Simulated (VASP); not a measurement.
Level of theory: PBE GGA, VASP's PBE PAW potentials (set 64) (plane waves; VASP).

VASP ran on this input.

File POSCAR:
```
Tl
1
    1.7370930000    -3.0087330000     0.0000000000
    1.7370930000     3.0087330000     0.0000000000
    0.0000000000     0.0000000000     5.5426320000
Tl
2
Direct
  0.3333330000   0.6666670000   0.2500000000
  0.6666670000   0.3333330000   0.7500000000
```

KPOINTS:
```
K-points
0
Gamma
 7 7 4
0 0 0
```

### INCAR
```
SYSTEM=Tl
PREC=Accurate; ENCUT=300; LREAL=F
LASPH=T
EDIFF=1E-6; NELM=100; ALGO=Normal
LMAXMIX=4
ISMEAR=0; SIGMA=0.1
GGA=PE
ISIF=2
LWAVE=F; LCHARG=F
```

POTCAR, in this order: Tl_d (PBE.64 set). Program: vasp_std.

At this cut-off the stress carries a Pulay error, which pulls relaxed volumes low. Unless said otherwise, spin-orbit coupling is left out, though it shifts the bands of the heavy elements here.

**Question.** Estimate the energy per atom (σ→0), pressure, band gap (on the k-mesh).

**Answer.** 
```yaml
energy per atom (σ→0): -2.176 eV/atom
band gap (on the k-mesh): none (metal, semimetal or under 0.01 eV)
pressure: 2.17 GPa
```

### OSZICAR
```
...
DAV:   5    -0.440585199829E+01   -0.77337E-04   -0.77336E-04   951   0.195E-01    0.316E+00
DAV:   6    -0.436523863001E+01    0.40613E-01   -0.77169E-02   871   0.233E+00    0.220E+00
DAV:   7    -0.435745132954E+01    0.77873E-02   -0.39925E-02   845   0.167E+00    0.627E-01
DAV:   8    -0.435669032007E+01    0.76101E-03   -0.37482E-03   849   0.496E-01    0.335E-02
DAV:   9    -0.435669692361E+01   -0.66035E-05   -0.20161E-05   973   0.398E-02    0.104E-02
DAV:  10    -0.435670247629E+01   -0.55527E-05   -0.61327E-06   850   0.221E-02    0.284E-03
DAV:  11    -0.435670272614E+01   -0.24985E-06   -0.51265E-07   471   0.601E-03
   1 F= -.43567027E+01 E0= -.43512891E+01  d E =-.108273E-01
```

The structure is a typed Tl crystal (P6_3/mmc). The cell was not relaxed at this level.
